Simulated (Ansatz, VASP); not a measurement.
# Ta2SiO2: VASP beside Ansatz

File INCAR:

```
SYSTEM = Ta2SiO2
ALGO = Normal ; EDIFF = 1E-7
ENCUT = 520 ; GGA = PE
ISIF = 2 ; ISMEAR = 0
ISPIN = 2 ; LASPH = .True.
LCHARG = .True. ; LELF = .True.
LMAXMIX = 4 ; LORBIT = 11
LREAL = .False. ; LVHAR = .True.
LWAVE = .False. ; MAGMOM = 1 1 0 0 0
NBANDS = 31 ; NELM = 150
PREC = Accurate ; SIGMA = 0.1
```

The input KPOINTS:

```
k-points
0
Gamma
  6 6 2
  0 0 0
```

Contents of POSCAR:

```
Ta2SiO2
1.0
    2.9207084968      0.0000000000      0.0000000000
   -1.4603542484      2.5294077553      0.0000000000
    0.0000000000      0.0000000000      9.6836454759
Ta Si O
2 1 2
Direct
    0.6666666667      0.3333333333      0.6272995054
    0.3333333333      0.6666666667      0.3727004946
    0.0000000000      0.0000000000      0.0000000000
    0.3333333333      0.6666666667      0.7593873970
    0.6666666667      0.3333333333      0.2406126030
```

Input for Ansatz:

```yaml
crystal:
  lattice:
    - [2.9207084968, 0.0, 0.0]
    - [-1.4603542484, 2.5294077553, 0.0]
    - [0.0, 0.0, 9.6836454759]
  atoms:
    - { symbol: Ta, position: [0.6666666667, 0.3333333333, 0.6272995054], spin: 1.0 }
    - { symbol: Ta, position: [0.3333333333, 0.6666666667, 0.3727004946], spin: 1.0 }
    - { symbol: Si, position: [0.0, 0.0, 0.0] }
    - { symbol: O, position: [0.3333333333, 0.6666666667, 0.759387397] }
    - { symbol: O, position: [0.6666666667, 0.3333333333, 0.240612603] }
basis:
  ecutwfc: 420
kpoints:
  mp_grid: { grid: [6, 6, 2] }
hamiltonian:
  xc: pbe
scf:
  occupations: { method: gaussian, width: 0.1 }
  lower_state_search: "off"
output:
  forces: true
  stress: true
  eigenvalues: true
  populations: true
magnetization:
  spin_polarized: true
```

Alike in both runs: task single point; functional PBE; k mesh 6 × 6 × 2; occupations gaussian, width 0.1 eV; collinear spin.

|  | VASP | Ansatz |
| --- | --- | --- |
| version | VASP 6.6.1 | Ansatz 0.2.0 |
| potentials or method | VASP PAW PBE potentials, release 64 (Ta_pv, Si, O) | scalar-relativistic, plane waves, PAW |
| plane-wave cutoff (eV) | 520 | 420 |
| valence electrons in the cell | 38 | 42 |

|  | VASP | Ansatz | Ansatz less VASP |
| --- | --- | --- | --- |
| gap on the k mesh at the Fermi level (eV) | none | none | - |
| pressure (GPa) | 0.4 | 0.1 | -0.35 |
| largest component of the traceless stress (GPa) | 0.33 | 0.42 | +0.091 |
| rms of the force components (eV/Å) | 0.083 | 0.045 | -0.0390 |
| net moment per atom (μB) | 0.00 | 0.00 | 0.000 |

Atom by atom the forces differ by 0.040 eV/Å (rms over components). A gap of «none» marks a metal or a gap that the smearing closes. The two sets of potentials don't hold the same shells in valence. Ansatz warned: «seeded_moment_not_kept».

Caveats: the k mesh is coarse (spacing up to 0.41 Å⁻¹), so the values aren't converged. Spin-orbit coupling is left out, which matters for the levels of Ta.
